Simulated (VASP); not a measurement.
# Na3AlO3 (P-1) in VASP: a series of runs, part 2 of 2

VASP 6.6.1. Earlier steps stand in the parts before.

### 3 Relaxation of cell and atoms, PBE

This run uses another cell than the first one, of 14.02 Å³/atom, 1.012 times its volume.

Input file INCAR:

```
SYSTEM = Na3AlO3
ALGO     = Normal         ! electronic algorithm
EDIFF    = 1E-7           ! SCF threshold, eV
EDIFFG   = -0.005         ! ionic threshold
ENCUT    = 520            ! plane-wave cutoff, eV
GGA      = PE             ! functional
IBRION   = 2              ! ionic algorithm
ISIF     = 3              ! what is computed and relaxed
ISMEAR   = 0              ! smearing method
KPAR     = 8            
LASPH    = .TRUE.         ! aspherical terms in the spheres
LCHARG   = .FALSE.        ! write CHGCAR
LREAL    = .FALSE.        ! projectors in reciprocal space
LWAVE    = .FALSE.        ! write WAVECAR
NELM     = 120            ! most SCF steps
NSW      = 60             ! ionic steps
POTIM    = 0.3            ! step
PREC     = Accurate       ! precision mode
SIGMA    = 0.1            ! smearing width, eV
```

Input file KPOINTS:

```
k-points
0
G
  4 4 4
  0 0 0
```

Input file POSCAR:

```
Na3AlO3                                 
1.0
    5.5904174954      0.0283555872     -0.0535607043
    2.1536445028      5.4269765083     -0.0860228478
    0.3691750278      1.3565508601      6.4628209095
  Na              Al              O             
     6     2     6
Direct
     0.0103361244303867    0.7357285492223610    0.5533647416730479
     0.9896638755696135    0.2642714507776392    0.4466352583269519
     0.0276255480821574    0.2575912568656511    0.9104574492518192
     0.9723744519178427    0.7424087431343490    0.0895425507481810
     0.5055018913364813    0.7929857064699355    0.3549461697688972
     0.4944981086635188    0.2070142935300646    0.6450538302311032
     0.5113202360398732    0.3569331336228940    0.1783803909418874
     0.4886797639601267    0.6430668663771062    0.8216196090581125
     0.2699448766349816    0.4709284863121954    0.3527053776321715
     0.7601273807157001    0.0685932018732047    0.2809450571616479
     0.6456449771001833    0.5981376575193161    0.0706763170746326
     0.2398726192843000    0.9314067981267953    0.7190549428383519
     0.7300551233650183    0.5290715136878046    0.6472946223678285
     0.3543550228998165    0.4018623424806839    0.9293236829253675
```

Potentials or basis: VASP PAW PBE potentials, release 64 (Na_pv, Al, O).

Started as:

```bash
> cat potpaw_PBE.64/Na_pv/POTCAR potpaw_PBE.64/Al/POTCAR potpaw_PBE.64/O/POTCAR > POTCAR
> mpirun -np 8 vasp_std > vasp.out
```

OUTCAR:

```text
SYSTEM = Na3AlO3
   EDIFF = 1E-7
   EDIFFG = -0.005
   ENCUT = 520
   GGA = PE
   IBRION = 2
   ISIF = 3
   ISMEAR = 0
   LASPH = .TRUE.
   LREAL = .FALSE.
   NELM = 120
   NSW = 60
   POTIM = 0.3
   PREC = Accurate

 ion  position               nearest neighbor table
   1  0.010  0.736  0.553-   9 2.28  13 2.31
   2  0.990  0.264  0.447-  13 2.28   9 2.31
   3  0.028  0.258  0.910-  14 2.30  13 2.35   8 3.01
   4  0.972  0.742  0.090-  11 2.30   9 2.35   7 3.01
   5  0.506  0.793  0.355-  13 2.30  11 2.34   7 2.99   8 3.05
   6  0.494  0.207  0.645-   9 2.30  14 2.34   8 2.99   7 3.05
   7  0.511  0.357  0.178-   9 1.75  10 1.77  14 1.83  11 1.84   8 2.59   5 2.99   4 3.01   6 3.05

   8  0.489  0.643  0.822-  13 1.75  12 1.77  11 1.83  14 1.84   7 2.59   6 2.99   3 3.01   5 3.05

   9  0.270  0.471  0.353-   7 1.75   1 2.28   6 2.30   2 2.31   4 2.35
  10  0.760  0.069  0.281-   7 1.77
  11  0.646  0.598  0.071-   8 1.83   7 1.84   4 2.30   5 2.34
  12  0.240  0.931  0.719-   8 1.77
  13  0.730  0.529  0.647-   8 1.75   2 2.28   5 2.30   1 2.31   3 2.35
  14  0.354  0.402  0.929-   7 1.83   8 1.84   3 2.30   6 2.34

  LATTYP: Found a triclinic cell.
 ALAT       =     5.8393200457
 B/A-ratio  =     1.9949779752
 C/A-ratio  =     2.8341583343
 COS(alpha) =     0.0044881802
 COS(beta)  =     0.6839459321
 COS(gamma) =     0.7114534010

  Lattice vectors:

[... 344 lines left out ...]

  energy  without entropy=      -73.2566158914  energy(sigma->0) =      -73.25661589

[... ionic steps 4 to 15 ...]

--------------------------------------- Ionic step       16  -------------------------------------------

 number of electron      84.0000009 magnetization

------------------------ aborting loop because EDIFF is reached ----------------------------------------
[... 91 lines left out ...]
--------------------------------------- Ionic step       18  -------------------------------------------

 number of electron      84.0000009 magnetization

 Free energy of the ion-electron system (eV)
  ---------------------------------------------------
  ext. energy  EPLUGINS =         0.00000000
  ---------------------------------------------------
  free energy    TOTEN  =       -73.25674825 eV

  energy without entropy =      -73.25674825  energy(sigma->0) =      -73.25674825

 E-fermi :   1.4863     XC(G=0):  -8.8585

 val. band max:        0.9732501801   @ k =   0.5000   0.5000  -0.0000
 cond. band min:       3.3297796154   @ k =   0.0000   0.0000   0.0000
 fundamental gap:      2.3565294354
 Fermi energy:         1.4863437801

 k-point     1 :       0.0000    0.0000    0.0000
  band No.  band energies     occupation
      1     -20.9551      2.00000
      2     -20.9542      2.00000
      3     -20.9002      2.00000
      4     -20.8877      2.00000
      5     -20.8675      2.00000
      6     -20.8528      2.00000
[... 1261 lines left out ...]
     49       9.0715      0.00000
     50       9.7862      0.00000

 [... further k-points ...]

------------------------ aborting loop because EDIFF is reached ----------------------------------------

  FORCE on cell =-STRESS in cart. coord.  units (eV):
  Direction    XX          YY          ZZ          XY          YZ          ZX
  --------------------------------------------------------------------------------------
  -------------------------------------------------------------------------------------
  Total       -0.0024592      0.0036102     -0.0073048      0.0054547     -0.0071168     -0.0051029
  in kB       -0.0200608      0.0294501     -0.0595894      0.0444974     -0.0580559     -0.0416273
  external PRESSURE =      -0.0167334 kB  Pullay stress =       0.0000000 kB
[... 29 lines left out ...]
  FREE ENERGIE OF THE ION-ELECTRON SYSTEM (eV)
  ---------------------------------------------------
  free  energy   TOTEN  =       -73.2567482468 eV

  energy  without entropy=      -73.2567482468  energy(sigma->0) =      -73.25674825

 reached required accuracy - stopping structural energy minimisation
```

CONTCAR:

```text
Na3AlO3
   1.00000000000000
     5.5904463546684129    0.0285914193558186   -0.0564462236342169
     2.1538984038386229    5.4285705260901391   -0.0882186976735822
     0.3659195538207026    1.3556722083369634    6.4645505906088552
  Na              Al              O
     6     2     6
Direct
[... 18 lines left out ...]
  0.00000000E+00  0.00000000E+00  0.00000000E+00
  0.00000000E+00  0.00000000E+00  0.00000000E+00
  0.00000000E+00  0.00000000E+00  0.00000000E+00
  0.00000000E+00  0.00000000E+00  0.00000000E+00
  0.00000000E+00  0.00000000E+00  0.00000000E+00
  0.00000000E+00  0.00000000E+00  0.00000000E+00
  0.00000000E+00  0.00000000E+00  0.00000000E+00
  0.00000000E+00  0.00000000E+00  0.00000000E+00
  0.00000000E+00  0.00000000E+00  0.00000000E+00
  0.00000000E+00  0.00000000E+00  0.00000000E+00
  0.00000000E+00  0.00000000E+00  0.00000000E+00
```

Run time: 5.3 min. Hardware: 8 MPI ranks of AMD EPYC 9R45 (Zen 5), shared host; peak memory 0.5 GiB.

What came out:

| Quantity | Value |
| --- | --- |
| Free energy | -73.2567 eV |
| Relaxed volume | 14.03 Å³/atom |
| Relaxed cell | a = 5.591 Å, b = 5.841 Å, c = 6.615 Å, α = 78.69°, β = 87.34°, γ = 68.06° |
| Space group after relaxing (to 0.05 Å) | P-1 (No. 2) |
| Energy gained by relaxing | 0.0 meV/atom |
| Ionic steps | 18 |
| Pressure after relaxing | 0.0 GPa |
| Largest force after relaxing | 0.004 eV/Å |
| Band gap on the k mesh | 2.36 eV, indirect (least direct gap 2.51 eV) |

Forces in eV/Å, atoms in the order of the input:
```
Na   0.001  0.001  0.003
Na  -0.001 -0.001 -0.003
Na   0.001 -0.001 -0.002
Na  -0.001  0.001  0.002
Na   0.000  0.001  0.001
Na   0.000 -0.001 -0.001
Al  -0.004 -0.001  0.001
Al   0.004  0.001 -0.001
O    0.002  0.001 -0.002
O   -0.001  0.001  0.001
O   -0.001  0.000 -0.002
O    0.001 -0.001 -0.001
O   -0.002 -0.001  0.002
O    0.001  0.000  0.002
```

Step by step:
| step | energy change (eV) | largest force (eV/Å) | pressure (GPa) | volume (Å³) |
| --- | --- | --- | --- | --- |
| 1 | 0.0000 | 0.0099 | 0.01 | 196.28 |
| 2 | 0.0000 | 0.0074 | 0.01 | 196.30 |
| 3 | 0.0000 | 0.0201 | 0.00 | 196.32 |
| 4 | -0.0001 | 0.0148 | 0.00 | 196.33 |
| 5 | -0.0001 | 0.0079 | -0.01 | 196.35 |
| 6 | -0.0001 | 0.0316 | -0.01 | 196.40 |
| 7 | -0.0001 | 0.0092 | 0.00 | 196.37 |
| 8 | -0.0001 | 0.0077 | 0.00 | 196.37 |
| 9 | -0.0001 | 0.0059 | -0.01 | 196.40 |
| 10 | -0.0001 | 0.0159 | -0.01 | 196.44 |
| 11 | -0.0001 | 0.0078 | 0.00 | 196.41 |
| 12 | -0.0001 | 0.0054 | -0.01 | 196.42 |
| 13 | -0.0002 | 0.0069 | -0.01 | 196.42 |
| 14 | -0.0002 | 0.0070 | 0.02 | 196.39 |
| 15 | -0.0002 | 0.0071 | 0.01 | 196.39 |
| 16 | -0.0002 | 0.0050 | 0.00 | 196.39 |
| 17 | -0.0002 | 0.0077 | 0.00 | 196.39 |
| 18 | -0.0002 | 0.0040 | 0.00 | 196.40 |

Final structure:
```yaml
crystal:
  lattice:
    - [5.59045, 0.02859, -0.05645]
    - [2.15390, 5.42857, -0.08822]
    - [0.36592, 1.35567, 6.46455]
  atoms:
    - { symbol: Na, position: [0.01003, 0.73613, 0.55283] }
    - { symbol: Na, position: [0.98997, 0.26387, 0.44717] }
    - { symbol: Na, position: [0.02798, 0.25763, 0.91069] }
    - { symbol: Na, position: [0.97202, 0.74237, 0.08931] }
    - { symbol: Na, position: [0.50584, 0.79215, 0.35555] }
    - { symbol: Na, position: [0.49416, 0.20785, 0.64445] }
    - { symbol: Al, position: [0.51098, 0.35718, 0.17831] }
    - { symbol: Al, position: [0.48902, 0.64282, 0.82169] }
    - { symbol: O, position: [0.26946, 0.47164, 0.35230] }
    - { symbol: O, position: [0.75923, 0.06878, 0.28134] }
    - { symbol: O, position: [0.64585, 0.59780, 0.07093] }
    - { symbol: O, position: [0.24077, 0.93122, 0.71866] }
    - { symbol: O, position: [0.73054, 0.52836, 0.64770] }
    - { symbol: O, position: [0.35415, 0.40220, 0.92907] }
```

Levels at points of the mesh, in eV from the valence-band top:
| k point | band 38 | band 39 | band 40 | band 41 | band 42 | band 43 | band 44 | band 45 | band 46 | band 47 |
| --- | --- | --- | --- | --- | --- | --- | --- | --- | --- | --- |
| (0.00, 0.00, 0.00) | -0.63 | -0.56 | -0.31 | -0.22 | -0.15 | 2.36 | 4.93 | 6.70 | 7.00 | 7.13 |
| (0.50, 0.00, 0.00) | -0.77 | -0.55 | -0.53 | -0.24 | -0.21 | 4.27 | 4.48 | 6.94 | 6.95 | 7.37 |
| (0.00, 0.50, 0.00) | -0.74 | -0.57 | -0.47 | -0.36 | -0.19 | 4.06 | 4.85 | 5.58 | 7.14 | 7.23 |
| (0.50, 0.50, 0.00) | -0.82 | -0.40 | -0.36 | -0.34 | 0.00 | 4.50 | 4.96 | 6.27 | 6.83 | 7.16 |
| (0.00, 0.00, 0.50) | -0.74 | -0.53 | -0.38 | -0.13 | -0.06 | 3.68 | 3.95 | 6.67 | 6.87 | 7.57 |
| (0.50, 0.00, 0.50) | -0.62 | -0.58 | -0.50 | -0.23 | -0.15 | 5.00 | 5.01 | 5.71 | 5.86 | 7.12 |
| (0.00, 0.50, 0.50) | -0.70 | -0.69 | -0.43 | -0.39 | -0.19 | 4.55 | 4.65 | 6.23 | 6.38 | 7.17 |
| (0.50, 0.50, 0.50) | -0.64 | -0.62 | -0.23 | -0.22 | -0.14 | 5.01 | 5.20 | 5.68 | 6.33 | 7.52 |

### 4 Single point, r2SCAN

This run uses another cell than the first one, of 14.03 Å³/atom, 1.013 times its volume.

Input file INCAR:

```
PREC = Accurate
ENCUT = 520
EDIFF = 1E-6
ISMEAR = 0
SIGMA = 0.1
LREAL = False
LASPH = True
NELM = 150
ALGO = Normal
ISIF = 2
LWAVE = False
LCHARG = False
METAGGA = R2SCAN
LMIXTAU = True
KPAR = 8
```

Input file KPOINTS:

```
Automatic mesh
0
Gamma
  4 4 4
```

Input file POSCAR:

```
Na3AlO3                                 
1.0
    5.5904463547      0.0285914194     -0.0564462236
    2.1538984038      5.4285705261     -0.0882186977
    0.3659195538      1.3556722083      6.4645505906
  Na              Al              O             
     6     2     6
Direct
     0.0100317812582197    0.7361284439133713    0.5528301057501723
     0.9899682187417804    0.2638715560866288    0.4471698942498276
     0.0279757133832958    0.2576318248834845    0.9106851966069616
     0.9720242866167043    0.7423681751165156    0.0893148033930386
     0.5058369985266088    0.7921541734661781    0.3555454604144839
     0.4941630014733913    0.2078458265338218    0.6444545395855162
     0.5109807171678881    0.3571824579813092    0.1783128276706733
     0.4890192828321118    0.6428175420186907    0.8216871723293266
     0.2694637506989275    0.4716402805318761    0.3522962625711766
     0.7592263440355185    0.0687827226174592    0.2813391218184854
     0.6458528577141961    0.5977973572590394    0.0709311057384304
     0.2407736559644816    0.9312172773825408    0.7186608781815147
     0.7305362493010724    0.5283597194681241    0.6477037374288234
     0.3541471422858038    0.4022026427409610    0.9290688942615695
```

Potentials or basis: VASP PAW PBE potentials, release 64 (Na_pv, Al, O).

Started as:

```bash
> cat potpaw_PBE.64/Na_pv/POTCAR potpaw_PBE.64/Al/POTCAR potpaw_PBE.64/O/POTCAR > POTCAR
> mpirun -np 8 vasp_std > vasp.out
```

OUTCAR:

```text
PREC = Accurate
   ENCUT = 520
   EDIFF = 1E-6
   ISMEAR = 0
   LREAL = False
   LASPH = True
   NELM = 150
   ISIF = 2
   METAGGA = R2SCAN

 ion  position               nearest neighbor table
   1  0.010  0.736  0.553-   9 2.28  13 2.31
   2  0.990  0.264  0.447-  13 2.28   9 2.31
   3  0.028  0.258  0.911-  14 2.29  13 2.35   8 3.01
   4  0.972  0.742  0.089-  11 2.29   9 2.35   7 3.01
   5  0.506  0.792  0.356-  13 2.30  11 2.34   7 2.99   8 3.04
   6  0.494  0.208  0.644-   9 2.30  14 2.34   8 2.99   7 3.04
   7  0.511  0.357  0.178-   9 1.75  10 1.77  14 1.83  11 1.84   8 2.59   5 2.99   4 3.01   6 3.04

   8  0.489  0.643  0.822-  13 1.75  12 1.77  11 1.83  14 1.84   7 2.59   6 2.99   3 3.01   5 3.04

   9  0.269  0.472  0.352-   7 1.75   1 2.28   6 2.30   2 2.31   4 2.35
  10  0.759  0.069  0.281-   7 1.77
  11  0.646  0.598  0.071-   8 1.83   7 1.84   4 2.29   5 2.34
  12  0.241  0.931  0.719-   8 1.77
[... 1494 lines left out ...]
     50      10.1004      0.00000

 [... further k-points ...]

------------------------ aborting loop because EDIFF is reached ----------------------------------------

  FORCE on cell =-STRESS in cart. coord.  units (eV):
  Direction    XX          YY          ZZ          XY          YZ          ZX
  --------------------------------------------------------------------------------------
  -------------------------------------------------------------------------------------
  Total       -3.9419534     -3.9955982     -4.2367474      0.1739657      0.0592388     -0.0211977
  in kB      -32.1567357    -32.5943465    -34.5615365      1.4191361      0.4832440     -0.1729217
  external PRESSURE =     -33.1042062 kB  Pullay stress =       0.0000000 kB

 VOLUME and BASIS-vectors are now :
 -----------------------------------------------------------------------------
  energy-cutoff  :      520.00
  volume of cell :      196.40
      direct lattice vectors                 reciprocal lattice vectors
     5.590446355  0.028591419 -0.056446224     0.179288006 -0.071059006  0.004753267
     2.153898404  5.428570526 -0.088218698    -0.001330693  0.184112318 -0.038534624
     0.365919554  1.355672208  6.464550591     0.001547322  0.001892032  0.154205434

 POSITION                                       TOTAL-FORCE (eV/Angst)
 -----------------------------------------------------------------------------------
      1.84392      4.74587      3.50829        -0.004072     -0.060614     -0.027897
      6.26634      2.06697      2.81159         0.004072      0.060614      0.027897
      1.04455      2.63396      5.86286        -0.015477      0.033757     -0.050282
      7.06572      4.17887      0.45702         0.015477     -0.033757      0.050282
      4.66418      4.79673      2.20001         0.024142     -0.028852      0.021099
      3.44609      2.01610      4.11988        -0.024142      0.028852     -0.021099
      3.69119      2.19533      1.09236        -0.004336      0.072728      0.003258
      4.41907      4.61750      5.22753         0.004336     -0.072728     -0.003258
      2.65120      3.04564      2.22062         0.147936     -0.110177     -0.145280
      4.49551      0.77650      1.76981        -0.124873      0.196586     -0.063589
      4.92416      3.35981      0.36934        -0.255885     -0.174903     -0.087760
      3.61475      6.03633      4.55008         0.124873     -0.196586      0.063589
      5.45906      3.76720      4.09927        -0.147936      0.110177      0.145280
      3.18611      3.45302      5.95054         0.255885      0.174903      0.087760
 -----------------------------------------------------------------------------------
    total drift:                                0.000000     -0.000000      0.000000

  FREE ENERGIE OF THE ION-ELECTRON SYSTEM (eV)
  ---------------------------------------------------
  free  energy   TOTEN  =      -101.7818774493 eV

  energy  without entropy=     -101.7818774493  energy(sigma->0) =     -101.78187745
```

It took 3.7 min on 8 MPI ranks of AMD EPYC 9R45 (Zen 5), shared host; peak memory 0.51 GiB.

What came out:

```
Free energy            : -101.7819 eV
Pressure               : -3.3 GPa
Largest force          : 0.322 eV/Å
Band gap on the k mesh : 2.89 eV, indirect (least direct gap 3.05 eV)
```

Forces on the atoms (eV/Å):
```
Na  -0.004 -0.061 -0.028
Na   0.004  0.061  0.028
Na  -0.015  0.034 -0.050
Na   0.015 -0.034  0.050
Na   0.024 -0.029  0.021
Na  -0.024  0.029 -0.021
Al  -0.004  0.073  0.003
Al   0.004 -0.073 -0.003
O    0.148 -0.110 -0.145
O   -0.125  0.197 -0.064
O   -0.256 -0.175 -0.088
O    0.125 -0.197  0.064
O   -0.148  0.110  0.145
O    0.256  0.175  0.088
```

Levels at points of the mesh, in eV from the valence-band top:
```tsv
k point	band 39	band 40	band 41	band 42	band 43	band 44	band 45	band 46
(0.00, 0.00, 0.00)	-0.56	-0.32	-0.22	-0.15	2.89	5.35	7.32	7.68
(0.50, 0.00, 0.00)	-0.55	-0.52	-0.25	-0.21	4.77	4.97	7.54	7.58
(0.00, 0.50, 0.00)	-0.57	-0.47	-0.37	-0.19	4.52	5.41	6.10	7.82
(0.50, 0.50, 0.00)	-0.40	-0.36	-0.34	0.00	5.01	5.41	6.89	7.45
(0.00, 0.00, 0.50)	-0.55	-0.38	-0.12	-0.06	4.15	4.48	7.28	7.50
(0.50, 0.00, 0.50)	-0.59	-0.50	-0.24	-0.15	5.44	5.48	6.35	6.54
(0.00, 0.50, 0.50)	-0.70	-0.43	-0.39	-0.19	5.07	5.08	6.91	7.01
(0.50, 0.50, 0.50)	-0.64	-0.23	-0.22	-0.13	5.53	5.63	6.28	7.02
```

Caveat: the PAW data sets were made with another functional, which shifts forces and pressure a little. r2SCAN opens gaps a little over a GGA but as a rule still falls short of measured ones.
